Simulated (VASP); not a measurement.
All values below come from PBE GGA, VASP's PBE PAW potentials (set 64) (plane waves; VASP).

A VASP calculation is set up with these files.

INCAR:
```
# general
SYSTEM=BN
PREC  =Accurate
ENCUT =520
LREAL =.FALSE.
LASPH =.TRUE.

# electronic loop
EDIFF =1E-6
NELM  =100
ALGO  =Normal

# smearing
ISMEAR=2
SIGMA =0.1

# functional
GGA   =PE

# ions
ISIF  =2

# output
LWAVE =.FALSE.
LCHARG=.FALSE.
```

**KPOINTS**
```
Automatic mesh
0
Gamma
9 9 3
0 0 0
```

File POSCAR:
```
BN
1
    1.2770400000    -2.2118990000     0.0000000000
    1.2770400000     2.2118990000     0.0000000000
    0.0000000000     0.0000000000     6.7932000000
B N
2 2
Direct
  0.3333330000   0.6666670000   0.2500000000
  0.6666670000   0.3333330000   0.7500000000
  0.6666670000   0.3333330000   0.2500000000
  0.3333330000   0.6666670000   0.7500000000
```

POTCAR, in this order: B N (PBE.64 set). Program: vasp_std.

What VASP printed:

**OUTCAR**
```
 ion  position               nearest neighbor table
   1  0.333  0.667  0.250-   3 1.47   3 1.47   3 1.47
   2  0.667  0.333  0.750-   4 1.47   4 1.47   4 1.47
   3  0.667  0.333  0.250-   1 1.47   1 1.47   1 1.47
   4  0.333  0.667  0.750-   2 1.47   2 1.47   2 1.47
  LATTYP: Found a hexagonal cell.
 ALAT       =     2.5540807246
 C/A-ratio  =     2.6597436544
 Subroutine PRICEL returns:
 Original cell was already a primitive cell.
 Subroutine GETGRP returns: Found 24 space group operations
The static configuration has the point symmetry D_3d.
 The point group associated with its full space group is D_6h.
The dynamic configuration has the point symmetry D_3d.
 Subroutine INISYM returns: Found 24 space group operations
 Subroutine IBZKPT returns following result:
 Found     24 irreducible k-points:

 Following reciprocal coordinates:
            Coordinates               Weight
  0.000000  0.000000  0.000000      1.000000
  0.111111  0.000000  0.000000      6.000000
  0.222222  0.000000  0.000000      6.000000
  0.333333  0.000000  0.000000      6.000000
  0.444444  0.000000  0.000000      6.000000
...
```

File OSZICAR:
```
       N       E                     dE             d eps       ncg     rms          rms(c)
DAV:   1     0.633447684131E+02    0.63345E+02   -0.82304E+03   576   0.123E+03
DAV:   2    -0.335526664599E+02   -0.96897E+02   -0.89467E+02   864   0.256E+02
DAV:   3    -0.382640351912E+02   -0.47114E+01   -0.46753E+01   712   0.591E+01
DAV:   4    -0.383153362974E+02   -0.51301E-01   -0.51277E-01   724   0.698E+00
DAV:   5    -0.383160980223E+02   -0.76172E-03   -0.76166E-03   720   0.861E-01    0.108E+01
DAV:   6    -0.354037933174E+02    0.29123E+01   -0.79391E+00   652   0.228E+01    0.480E+00
DAV:   7    -0.351804291176E+02    0.22336E+00   -0.38816E-01   724   0.565E+00    0.302E+00
DAV:   8    -0.351096704756E+02    0.70759E-01   -0.27964E-01   696   0.399E+00    0.398E-01
DAV:   9    -0.351065392597E+02    0.31312E-02   -0.11088E-02   712   0.939E-01    0.170E-01
DAV:  10    -0.351074811296E+02   -0.94187E-03   -0.14042E-03   688   0.321E-01    0.402E-02
DAV:  11    -0.351075870242E+02   -0.10589E-03   -0.23350E-04   724   0.134E-01    0.272E-02
DAV:  12    -0.351075821341E+02    0.48901E-05   -0.52207E-05   684   0.640E-02    0.444E-03
DAV:  13    -0.351075825286E+02   -0.39451E-06   -0.19960E-06   636   0.133E-02
   1 F= -.35107583E+02 E0= -.35107663E+02  d E =0.322510E-03
```

File OUTCAR:
```
------------------------ aborting loop because EDIFF is reached ----------------------------------------
  FORCE on cell =-STRESS in cart. coord.  units (eV):
  Direction    XX          YY          ZZ          XY          YZ          ZX
  --------------------------------------------------------------------------------------
  Total       -3.7849392     -3.7849421      0.4842077     -0.0000000     -0.0000000      0.0000000
  in kB     -158.0139042   -158.0140237     20.2147362     -0.0000000     -0.0000000      0.0000000
  external PRESSURE =     -98.6043972 kB  Pullay stress =       0.0000000 kB
  volume of cell :       38.38
      direct lattice vectors                 reciprocal lattice vectors
     1.277040000 -2.211899000  0.000000000     0.391530414 -0.226050104  0.000000000
     1.277040000  2.211899000  0.000000000     0.391530414  0.226050104  0.000000000
     0.000000000  0.000000000  6.793200000     0.000000000  0.000000000  0.147206030
  FREE ENERGIE OF THE ION-ELECTRON SYSTEM (eV)
  ---------------------------------------------------
  free  energy   TOTEN  =       -35.1075825286 eV

  energy  without entropy=      -35.1079050384  energy(sigma->0) =      -35.10766316
```
(Selected blocks of OUTCAR.)

The compound is BN in the hex structure. The cell was not relaxed at this level. The run is one of a series of settings (ISMEAR = 2, SIGMA = 0.1 against the base run), some of them coarse on purpose.
